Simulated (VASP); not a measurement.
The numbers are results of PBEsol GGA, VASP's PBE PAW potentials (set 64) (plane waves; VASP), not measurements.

Input for VASP

KPOINTS:
```
Automatic
0
G
  12 12 7
0 0 0
```

**POSCAR**
```
Zr
1.0
  1.5900825893  -2.7541037811   0.0000000000
  1.5900825893   2.7541037811   0.0000000000
  0.0000000000   0.0000000000   5.1283524825
Zr
2
Cart
  1.5900825893   0.9180364298   1.2820881206
  1.5900825893  -0.9180364298   3.8462643619
```

### INCAR
```
SYSTEM = Zr
PREC = Accurate; ENCUT = 520; LREAL = .FALSE.
LASPH = .TRUE.
EDIFF = 1E-6; NELM = 100; ALGO = Normal
LMAXMIX = 4
ISMEAR = 1; SIGMA = 0.1
GGA = PS
IBRION = 2; NSW = 60; ISIF = 3
EDIFFG = -0.01
LWAVE = .FALSE.; LCHARG = .FALSE.
```

POTCAR, in this order: Zr_sv (PBE.64 set). Program: vasp_std.

**Question.** What will the output report for the number of irreducible k-points (NKPTS), largest plane-wave count, number of space-group operations, FFT grid (NGX, NGY, NGZ)?

**Answer.** 
The number of irreducible k-points (NKPTS) comes out as 76 and the largest plane-wave count is 1224. The number of space-group operations is 24 and the FFT grid (NGX, NGY, NGZ) is 24 × 24 × 40.

The compound is Zr in the hcp structure. This run relaxes it. Symmetry was kept, so distortions that lower it aren't found. The start is the result of an earlier pass.
